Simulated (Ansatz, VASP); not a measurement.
**Cross-check of HgH2S2 between VASP and Ansatz**

One calculation is typed for both programs; each brings its own data sets. How far apart do they land? The two relaxations start from unlike cells of this crystal (the structure described is Ansatz's start), so only their ends are compared.

Main program and level: Ansatz 0.2.0; plane waves, with VASP 6.6.1 beside it; relaxation of cell and atoms at PBE.

The structure was built from a prototype and need not be the compound's stable phase.

## Step 1: Set-up

It takes space group P-3m1 (No. 164, trigonal). The conventional cell has a = 4.133 Å, b = 4.133 Å, c = 5.459 Å, α = 90.00°, β = 90.00°, γ = 120.00°. Nearest to Hg lie 6 S at 2.72 Å. Nearest to S lie 1 H at 1.14 Å and 3 Hg at 2.72 Å. Nearest to H lie 1 S at 1.14 Å. As first built, before any earlier steps moved the atoms (in the runner's words): all Cd replaced by Hg and O replaced by S in the P-3m1 structure of CdH2O2. Farther neighbours and most contacts between anions are not listed.

Coordinates:

```xyz
5
Lattice="4.1333 0.0000 0.0000 -2.0667 3.5796 0.0000 0.0000 0.0000 5.4589" Properties=species:S:1:pos:R:3 pbc="T T T"
Hg    0.0000    0.0000    0.0000
S     0.0000    2.3864    1.3136
S     2.0667    1.1932    4.1454
H     0.0000    2.3864    2.4513
H     2.0667    1.1932    3.0077
```

## Step 2: VASP: relaxation of cell and atoms, PBE

The relaxed volume is the usual yardstick between codes: in a stiff, nearly cubic crystal its relative difference is about their pressure difference at one cell divided by the bulk modulus.

Lines of VASP's logs that name or quote its potential files are left out, and so is its time.

The input, INCAR:

```
SYSTEM = HgH2S2
PREC = Accurate
ENCUT = 500
EDIFF = 1E-07
NELM = 120
ISMEAR = -1
SIGMA = 0.05
LREAL = .FALSE.
ALGO = Normal
GGA = PE
NBANDS = 19
LORBIT = 11
LWAVE = .FALSE.
LCHARG = .FALSE.
ISIF = 3
IBRION = 2
NSW = 80
EDIFFG = -0.005
LASPH = .TRUE.
GGA_COMPAT = .FALSE.
NELMIN = 4
EFERMI = MIDGAP
KPAR = 2
```

The input, POSCAR:

```
HgH2S2
1.0
    4.3071250222     -0.0000000243      0.0000000000
   -2.1535630532      3.7300796530      0.0000000000
    0.0000000000      0.0000000000      5.9855243784
Hg S H
1 2 2
Direct
    0.0000000000      0.0000000000      0.0000000000
    0.3333334605      0.6666667598      0.2099134919
    0.6666667814      0.3333332402      0.7900865081
    0.3333334605      0.6666667598      0.4365565042
    0.6666667814      0.3333332402      0.5634434958
```

The input, KPOINTS:

```
Automatic mesh
0
Gamma
6 6 4
0 0 0
```

Potentials, in the order of the species: Hg, S and H (PBE family, release 64).

Started as:

```console
mpirun -np 2 vasp_std
```

Numbers of over 12 decimals in the logs are rounded to 6 here.

The program printed:

```text
[banner, memory and clock lines left out]
running    2 mpi-ranks, on    1 nodes
 distrk:  each k-point on    1 cores,    2 groups
 distr:  one band on    1 cores,    1 groups

 POSCAR found type information on POSCAR HgS H
 POSCAR found :  3 types and       5 ions
 LDA part: xc-table for (Slater+PW92), standard interpolation
 POSCAR, INCAR and KPOINTS ok, starting setup
 FFT: planning ... GRIDC
 FFT: planning ... GRID_SOFT
 FFT: planning ... GRID
 WAVECAR not read
 entering main loop
       N       E                     dE             d eps       ncg     rms          rms(c)
DAV:   1     0.153473509205E+03    0.15347E+03   -0.11605E+04   912   0.115E+03
DAV:   2    -0.555310096228E+01   -0.15903E+03   -0.15305E+03  1065   0.259E+02
DAV:   3    -0.161078691130E+02   -0.10555E+02   -0.10498E+02  1174   0.662E+01
DAV:   4    -0.162265017588E+02   -0.11863E+00   -0.11858E+00  1098   0.730E+00
DAV:   5    -0.162284056387E+02   -0.19039E-02   -0.19038E-02  1131   0.954E-01    0.135E+01
DAV:   6    -0.152936140138E+02    0.93479E+00   -0.20377E+00  1122   0.162E+01    0.927E+00
DAV:   7    -0.152360866817E+02    0.57527E-01   -0.83092E-01  1016   0.597E+00    0.409E+00
DAV:   8    -0.152303514440E+02    0.57352E-02   -0.12467E-01  1022   0.393E+00    0.107E+00
DAV:   9    -0.152296031344E+02    0.74831E-03   -0.14481E-02  1020   0.159E+00    0.386E-01
DAV:  10    -0.152295653450E+02    0.37789E-04   -0.16959E-03  1060   0.366E-01    0.104E-01
DAV:  11    -0.152296817625E+02   -0.11642E-03   -0.92767E-04  1080   0.316E-01    0.817E-02
DAV:  12    -0.152296637720E+02    0.17991E-04   -0.15705E-04  1054   0.127E-01    0.347E-02
DAV:  13    -0.152296665872E+02   -0.28152E-05   -0.16981E-05  1027   0.255E-02    0.163E-02
DAV:  14    -0.152296690339E+02   -0.24466E-05   -0.79998E-06   951   0.274E-02    0.602E-03
DAV:  15    -0.152296692121E+02   -0.17825E-06   -0.77716E-07  1192   0.824E-03    0.205E-03
DAV:  16    -0.152296693050E+02   -0.92831E-07   -0.10956E-07   768   0.264E-03
   1 F= -.15229669E+02 E0= -.15229512E+02  d E =-.152297E+02
[...]
2 F= -.15229667E+02 E0= -.15229510E+02  d E =0.192571E-05
[...]
3 F= -.15229680E+02 E0= -.15229522E+02  d E =-.103467E-04
 curvature:  -0.24 expect dE=-0.348E-05 dE for cont linesearch -0.591E-13
 trial: gam= 0.33947 g(F)=  0.841E-06 g(S)=  0.138E-04 ort = 0.328E-08 (trialstep = 0.895E+00)
 search vector abs. value=  0.196E-04
 bond charge predicted
       N       E                     dE             d eps       ncg     rms          rms(c)
DAV:   1    -0.152297541511E+02   -0.74541E-04   -0.15077E-03   978   0.383E-01    0.634E-02
DAV:   2    -0.152296983403E+02    0.55811E-04   -0.15000E-04   968   0.154E-01    0.227E-02
DAV:   3    -0.152296910085E+02    0.73319E-05   -0.24332E-05  1085   0.438E-02    0.216E-02
DAV:   4    -0.152296890764E+02    0.19320E-05   -0.20686E-06   954   0.124E-02    0.344E-03
DAV:   5    -0.152296883695E+02    0.70691E-06   -0.15118E-06  1060   0.149E-02    0.285E-03
DAV:   6    -0.152296883003E+02    0.69250E-07   -0.13431E-07   507   0.330E-03
   4 F= -.15229688E+02 E0= -.15229529E+02  d E =-.864864E-05
 trial-energy change:   -0.000009  1 .order   -0.000008   -0.000013   -0.000003
 step:   1.2065(harm=  1.2065)  dis= 0.00025  next Energy=   -15.229688 (dE=-0.884E-05)
 reached required accuracy - stopping structural energy minimisation
```

OUTCAR, selected parts (step 2):

```text
ion  position               nearest neighbor table
   1  0.000  0.000  0.000-   2 2.79   3 2.79   3 2.79   2 2.79   2 2.79   3 2.79
   2  0.333  0.667  0.210-   4 1.36   1 2.79   1 2.79   1 2.79
   3  0.667  0.333  0.790-   5 1.36   1 2.79   1 2.79   1 2.79
   4  0.333  0.667  0.437-   2 1.36
   5  0.667  0.333  0.563-   3 1.36

  LATTYP: Found a hexagonal cell.
 ALAT       =     4.3071250222
 C/A-ratio  =     1.3896797394

 Subroutine GETGRP returns: Found 12 space group operations
 (whereof 12 operations were pure point group operations)

The static configuration has the point symmetry D_3d.

 Found     24 irreducible k-points:

   k-points           NKPTS =     24   k-points in BZ     NKDIM =     24   number of bands    NBANDS=     19

   dimension x,y,z NGX =    32 NGY =   32 NGZ =   48
   dimension x,y,z NGXF=    64 NGYF=   64 NGZF=   96

   ENCUT  =  500.0 eV  36.75 Ry    6.06 a.u.   7.85  7.85 10.91*2*pi/ulx,y,z

   NELECT =      26.0000    total number of electrons

 k-points in reciprocal lattice and weights: Automatic mesh
   0.00000000  0.00000000  0.00000000       0.007
   0.16666667  0.00000000  0.00000000       0.042
   0.33333333  0.00000000  0.00000000       0.042
   0.50000000 -0.00000000  0.00000000       0.021
   0.16666667  0.16666667  0.00000000       0.042
   0.33333333  0.16666667  0.00000000       0.083
   0.33333333  0.33333333  0.00000000       0.014
   0.00000000  0.00000000  0.25000000       0.014
   0.16666667  0.00000000  0.25000000       0.042
[...]
0.33333333  0.16666667  0.50000000       0.083
   0.33333333  0.33333333  0.50000000       0.014

 average (electrostatic) potential at core
       1 -41.5953       2 -90.1902       3 -90.1902       4 -37.1528       5 -37.1528

 E-fermi :   1.0568

 k-point     1 :       0.0000    0.0000    0.0000
  band No.  band energies     occupation
    ...
      9      -3.0527      2.00000
     10      -0.2083      2.00000
     11      -0.2083      2.00000
     12       0.4259      1.99999
     13       0.4259      1.99999
     14       1.2145      0.08185
     15       3.7561      0.00000
     16       6.5047      0.00000
     17       7.2029      0.00000
     18       7.2029      0.00000
    ...

 k-point     2 :       0.1667    0.0000    0.0000
  band No.  band energies     occupation
    ...
      9      -2.9930      2.00000
     10      -1.4912      2.00000
     11      -0.5927      2.00000
     12      -0.0286      2.00000
     13       0.5868      1.99983
     14       2.3990      0.00000
     15       4.4217      0.00000
     16       5.4447      0.00000
     17       7.5875      0.00000
     18       8.0775      0.00000
    ...

 k-point     3 :       0.3333    0.0000    0.0000
  band No.  band energies     occupation
    ...
      9      -3.1915      2.00000
     10      -2.4870      2.00000
     11      -1.1865      2.00000
     12      -0.9140      2.00000
     13       0.7490      1.99577
     14       3.0289      0.00000
     15       4.9898      0.00000
     16       5.8110      0.00000
     17       7.5088      0.00000
     18       7.5227      0.00000
    ...

  Total       -0.0039681     -0.0039681      0.0115679      0.0000000      0.0000000      0.0000000
  in kB       -0.0660628     -0.0660628      0.1925847      0.0000000      0.0000000      0.0000000
  external PRESSURE =       0.0201531 kB  Pullay stress =       0.0000000 kB

  energy-cutoff  :      500.00
  volume of cell :       96.24
      direct lattice vectors                 reciprocal lattice vectors
     4.308074089 -0.000000024 -0.000000000     0.232122285  0.134015899  0.000000000
    -2.154037587  3.730901569  0.000000000     0.000000002  0.268031730 -0.000000000
    -0.000000000  0.000000000  5.987485837     0.000000000  0.000000000  0.167015009

 POSITION                                       TOTAL-FORCE (eV/Angst)
 -----------------------------------------------------------------------------------
     -0.00000      0.00000      5.98749         0.000000      0.000000     -0.000000
     -0.00000      2.48727      1.25725         0.000000     -0.000000     -0.002515
      2.15404      1.24363      4.73024        -0.000000      0.000000      0.002515
     -0.00000      2.48727      2.61338         0.000000     -0.000000     -0.003423
      2.15404      1.24363      3.37411        -0.000000      0.000000      0.003423
 -----------------------------------------------------------------------------------
    total drift:                               -0.000645     -0.000000     -0.000000

  FREE ENERGIE OF THE ION-ELECTRON SYSTEM (eV)
  ---------------------------------------------------
  free  energy   TOTEN  =       -15.2296883003 eV

  energy  without entropy=      -15.2293698086  energy(sigma->0) =      -15.22952905

 reached required accuracy - stopping structural energy minimisation

 total charge
# of ion       s       p       d       tot
------------------------------------------
    1        0.594   0.290   9.441  10.325
    2        1.342   2.375   0.000   3.716
    3        1.342   2.375   0.000   3.716
    4        0.548   0.037   0.000   0.585
    5        0.548   0.037   0.000   0.585
--------------------------------------------------
tot          4.373   5.114   9.441  18.929

[... 3 further parts left out ...]
```

The run keeps the 12 symmetry operations of its start, so it cannot find a distortion of lower symmetry.

## Step 3: Ansatz: relaxation of cell and atoms, PBE

Ansatz runs on its default PAW (the set named soft_2) files.

Its own start cell and the same functional, mesh and smearing now go to Ansatz, which takes its cutoff from its data sets.

The input, input.yaml:

```yaml
crystal:
  lattice:
    - [4.13334325, 0.0, 0.0]
    - [-2.06667162, 3.57958026, 0.0]
    - [0.0, 0.0, 5.45893482]
  atoms:
    - { symbol: Hg, position: [0.0, 0.0, 0.0] }
    - { symbol: S, position: [0.33333333, 0.66666667, 0.240628] }
    - { symbol: S, position: [0.66666667, 0.33333333, 0.759372] }
    - { symbol: H, position: [0.33333333, 0.66666667, 0.44903928] }
    - { symbol: H, position: [0.66666667, 0.33333333, 0.55096072] }
kpoints:
  mp_grid: { grid: [6, 6, 4] }
scf:
  occupations: { method: fermi_dirac, width: 0.05 }
hamiltonian:
  xc: pbe
output:
  forces: true
  stress: true
  write_density: true
  write_potential: true
  elf: true
  volumetric_format: npy
relax:
  f_tol: 0.02
  max_steps: 50
  cell: {}
```

Started as:

```console
ansatz run input.yaml --threads 1 --pin off --max-ram 4096MiB --backend cpu --events-out ev --progress --plain --runs-dir out
```

The program printed:

```text
Engine: ansatz 0.2.0, aarch64-unknown-linux-gnu
Pseudopotentials: kind: paw
Pseudopotential: Hg, paw, valence charge 20, recommended cutoff 420 eV (normal), Hg.paw.azcp
Pseudopotential: S, paw, valence charge 6, recommended cutoff 420 eV (normal), S.paw.azcp
Pseudopotential: H, paw, valence charge 1, recommended cutoff 420 eV (normal), H.paw.azcp
Functional definition: PBE
  parameter kappa = 0.804
  parameter beta = 0.066725
  exchange = pbe_x(kappa = kappa, mu = beta*pi^2/3)
  correlation = pbe_c(beta = beta)
Crystal: 5 atoms, lattice volume = 80.768 Å³
Basis set: ecut = 420 eV, 1567 PW (Γ), exchange–correlation on 60×60×80 points (8 copies of the dense FFT grid, shifted against one another)
Bands: 22, of which v1, the nominal top of the filled ones, is band 17 counted from 1 (16 counted from 0)
Symmetry: 12 space group operations
Space group: P-3m1 (ITA 164), of the structure as read, at distance tolerance 4.3e-5 Å
k-points: 24 of 144
Non-local potential: Hg, projectors of the file, l = 0: 3, l = 1: 2, l = 2: 2, l = 3: 1
Non-local potential: S, projectors of the file, l = 0: 2, l = 1: 2, l = 2: 2
Non-local potential: H, projectors of the file, l = 0: 2, l = 1: 1
PAW form: soft (Blöchl's): semilocal exchange-correlation on the pseudo side does not see the compensation charge
PAW one-centre angular grid: Hg, 590 points (default); XC on 64 Gauss nodes
PAW one-centre angular grid: S, 110 points (default); XC on 64 Gauss nodes
PAW one-centre angular grid: H, 110 points (default); XC on 64 Gauss nodes
Initial density: superposition of atomic densities (neutral atoms: chi_scale 0, normalization atom), corrected by the library's trained network
Initial wavefunctions: pseudopotential atomic-orbital guess
Functional: x = pbe(κ = 0.804, μ = 0.219515), c = pbe(β = 0.066725)
SCF iter   1: F=—  HF=-15647.509733 eV  |F-HF|=—  |Δ(HF+E_count)|=         —  Δρ=2.70e-3  dr2=5.24e-3  ethr=1.77e-3  ⟨swp⟩=6.2  Hψ=2748  notcnv=0
preconditioner: auto → Resta (q_TF=auto, 2.362 Å⁻¹)  ε∞=4.5  [insulator: Δε(μ)=0.991 eV  Ē_g=11.331 eV  σ=0.050 eV  W_gap=1.00  n_scr=22 (ndim 8)  ℏωp=21.1 eV  f_vac=0.051  D(μ)=0.00/eV (n_scr^D=0)  ε∞_Penn≈4.5]
SCF iter   2: F=—  HF=-15647.504318 eV  |F-HF|=—  |Δ(HF+E_count)|=   5.42e-3  Δρ=1.25e-3  dr2=8.26e-4  ethr=1.54e-5  ⟨swp⟩=2.2  Hψ=1098  notcnv=0  defer=4
SCF iter   3: F=—  HF=-15647.504288 eV  |F-HF|=—  |Δ(HF+E_count)|=   3.02e-5  Δρ=4.08e-4  dr2=1.14e-4  ethr=2.43e-6  ⟨swp⟩=2.4  Hψ=814  notcnv=0  defer=4
SCF iter   4: F=—  HF=-15647.504490 eV  |F-HF|=—  |Δ(HF+E_count)|=   2.03e-4  Δρ=8.37e-5  dr2=9.35e-6  ethr=3.35e-7  ⟨swp⟩=2.0  Hψ=787  notcnv=0  defer=4
SCF iter   5: F=—  HF=-15647.504472 eV  |F-HF|=—  |Δ(HF+E_count)|=   1.86e-5  Δρ=2.90e-5  dr2=1.31e-6  ethr=2.75e-8  ⟨swp⟩=2.0  Hψ=790  notcnv=0  defer=4
SCF iter   6: F=-15647.504475 eV  HF=-15647.504475 eV  |F-HF|=5.28e-8  |Δ(HF+E_count)|=   3.23e-6  Δρ=6.41e-6  dr2=5.26e-8  ethr=2.94e-10  ⟨swp⟩=7.0  Hψ=3503  notcnv=0
SCF 1 converged in 6 iterations: F = -15647.504475 eV  dr2 = 5.26e-8
  greatest PAW one-centre occupation: 1.000 electrons in one spin orbital (limit 2), on the Hg atom at site 0 (counted from 0), in its partial waves of l = 0
relax step   1: F+E_penalty+E_count = -15647.50447501 eV  Δ(F+E_penalty+E_count) = +0.000e0 eV  max|allowed force component| = 9.638e0 eV/Å  Δτ_max = 0.0000 Å  P = +17.791 GPa  Ω = 80.768 Å³  (6 SCF iters, dr2 threshold 1.00e-7 eV, accepted)
[...]
relax step  10: F+E_penalty+E_count = -15649.37400570 eV  Δ(F+E_penalty+E_count) = -1.502e-4 eV  max|allowed force component| = 7.785e-3 eV/Å  Δτ_max = 0.0197 Å  P = +0.040 GPa  Ω = 97.016 Å³  energy of the carried Pulay correction = -2.595e-4 eV  (6 SCF iters, dr2 threshold 1.09e-8 eV, accepted)
[...]
relax step  11: F+E_penalty+E_count = -15649.37388997 eV  Δ(F+E_penalty+E_count) = +1.157e-4 eV  max|allowed force component| = 1.429e-3 eV/Å  Δτ_max = 0.0137 Å  P = -0.007 GPa  Ω = 97.645 Å³  energy of the carried Pulay correction = -4.712e-4 eV  (6 SCF iters, dr2 threshold 9.00e-9 eV, accepted)
[...]
relax step  12: F+E_penalty+E_count = -15649.37437775 eV  Δ(F+E_penalty+E_count) = -4.878e-4 eV  max|allowed force component| = 1.525e-3 eV/Å  Δτ_max = 0.0000 Å  P = -0.007 GPa  Ω = 97.645 Å³  stress off target by 1.23e-2 GPa  SCF on the basis re-selected at this cell (its energy is not comparable with the rows above)  (6 SCF iters)
basis re-selected at this cell: Δ(F+E_penalty+E_count) = -4.878e-4 eV, ΔP = +0.000 GPa vs the last step (what re-selecting the basis moved, of the pressure what is left beyond the Pulay correction that the steps carried, after the strain that the cell walked since its last selection, with what the two solves' SCF thresholds leave and, on support functions, any second-order correction that the steps lacked; it is no m [...]
SCF converged after 6 iterations
Free energy (F): -15649.374378 eV
Harris-Foulkes:  -15649.374378 eV  (|F-HF|=1.64e-11)
Internal energy: -15649.374126 eV  (E = F + TS)
E sigma→0 (E₀):  -15649.374252 eV
Entropy (-TS):   -0.000252 eV (-0.050 meV/atom)
Fermi energy:    4.478257 eV
--- Per-component energies (eV) ---
  E_band       = -601.884550
  E_kinetic    = 839.840779
  E_local      = -4593.155232  (includes V_loc(G=0)·N_el)
  E_nonlocal   = 134.836585
  E_hartree    = 1962.226396
  E_xc         = -429.608592
  E_vxc        = -456.277575  (∫ρ·V_xc dr)
  E_paw        = -11146.124781  (= ΣΔE_a)
  E_vpaw       = -451.580546  (= ΣTr[D̂ρ^β])
  E_aug_tail   = -0.001381  (compensation charges beyond the density's cutoff)
  E_ewald      = -2417.387900
  E_smearing   = -0.000252  (= −TS)
  E_closure    = -0.000000  (closes the sum)
  Σ components = -15649.374378   (vs F -15649.374378, Δ=0.00e0)
--- Forces (eV/Å), atoms counted from 1 ---
  atom   1  Hg    -0.00000000    -0.00000000     0.00000000
  atom   2  S     -0.00000000    -0.00000000    -0.00075427
  atom   3  S      0.00000000     0.00000000     0.00075427
  atom   4  H      0.00000000     0.00000000    -0.00152470
  atom   5  H     -0.00000000    -0.00000000     0.00152470
  max |Σ_I F_I| component: 9.25e-18 eV/Å
--- Stress (GPa, compression-positive) ---
       -0.004330      -0.000000       0.000000
       -0.000000      -0.004330       0.000000
        0.000000       0.000000      -0.012321
  P = ⅓ Tr σ = -0.0070 GPa (-0.070 kbar)
--- Band table (eV; the first three rows and the last of 24) ---
  k-point 0: bands = [... 13 lower, 3.1910, 3.1910, 3.8614, 3.8614, 4.6514, 7.1890, 9.7342, 10.5891, ... 1 higher]
  k-point 1: bands = [... 13 lower, 3.1461, 3.1461, 3.9253, 3.9253, 5.0511, 7.3856, 9.6607, 10.2963, ... 1 higher]
  k-point 2: bands = [... 13 lower, 3.1072, 3.1072, 3.9835, 3.9835, 5.4994, 7.6097, 9.3882, 9.5448, ... 1 higher]
  k-point 23: bands = [... 13 lower, -0.4475, 2.2275, 3.1616, 3.1616, 7.0998, 8.7614, 8.7614, 10.5900, ... 1 higher]
--- Relaxed structure (10 steps of the walk, 10 accepted, 2 SCFs on fresh bases) ---
  F+E_penalty+E_count = -15649.37437775 eV   max|allowed force component| = 1.525e-3 eV/Å   (the final SCF, on the basis selected at the relaxed cell)
  cell:  # Å, volume = 97.6454 Å³
    - [4.303081, -3.005297045294514e-9, 8.29408690620801e-17]
    - [-2.151540, 3.726577, -4.147043453104007e-17]
    - [1.0954057540180663e-16, 0, 6.089229]
  atoms:
    - { symbol: Hg, position: [0, 0, 3.813323001303339e-19] }
    - { symbol: S, position: [0.333333, 0.666667, 0.206276] }
    - { symbol: S, position: [0.666667, 0.333333, 0.793724] }
    - { symbol: H, position: [0.333333, 0.666667, 0.429465] }
    - { symbol: H, position: [0.666667, 0.333333, 0.570535] }
```

## Step 4: Side by side

Known differences besides the potentials themselves: the data sets hold 34 valence electrons in Ansatz (on its default PAW (the set named soft_2) files) and 26 in VASP; the cutoff is 420 eV in Ansatz and 500 eV in VASP; Ansatz adds a Pulay correction to the stress that steers its cell, VASP none. Total energies have different zeros and are not compared.

Compared:

```tsv
quantity	Ansatz	VASP	difference
volume (Å³)	97.65	96.24	+1.46 %
edge a after relaxation, in the typed setting (Å)	4.303	4.308	-0.12 %
edge c after relaxation, in the typed setting (Å)	6.089	5.987	+1.70 %
```

## Step 5: What the set-up changes

Further runs change the set-up of one program: Ansatz's method, potentials or start, or VASP's data sets, cutoff or form of LDA. The table gives Ansatz less VASP for each quantity, since a change that brings one quantity closer may part another.

```tsv
run	volume (%)	edge a after relaxation, in the typed setting (%)	edge c after relaxation, in the typed setting (%)
as above	1.5	-0.12	1.7
VASP with the data sets Hg_sv_GW, S and H	5.7	0.41	4.8
```

## Step 6: What came out

```yaml
difference_in_edge_c_after_relaxation_in_the_typed_setting_relaxation_of_cell_and_atoms_pbe: 1.7 %
```

What this shows: The difference in edge c after relaxation, in the typed setting is 1.7 % (relaxation of cell and atoms, PBE), beyond the 1.2 % picked in this series as the mark of a large difference, as far as the stopping tolerances let one tell. The data sets hold unlike numbers of valence electrons (34 in Ansatz and 26 in VASP), so part of the differences comes from the potentials. Relaxation of cell and atoms, PBE, VASP with the data sets Hg_sv_GW, S and H: the difference in volume goes from 1.5 to 5.7 %; the difference in edge a after relaxation, in the typed setting goes from -0.12 to 0.41 %; the difference in edge c after relaxation, in the typed setting goes from 1.7 to 4.8 %. How closely two codes agree says nothing of how well the functional describes the real material.

[Lines on the potential files, build, host, timing and source positions are cut from VASP's logs without a mark.]

[Logs are printed without paths, hosts, clocks, repeated set-up lines and the standing remarks that a program may print on its own settings, such as how far it seeks lower states.]

[Hosts, paths, dates, database ids (printed as entryN), source tags and the programs' standing remarks are cut or masked in the printed files.]
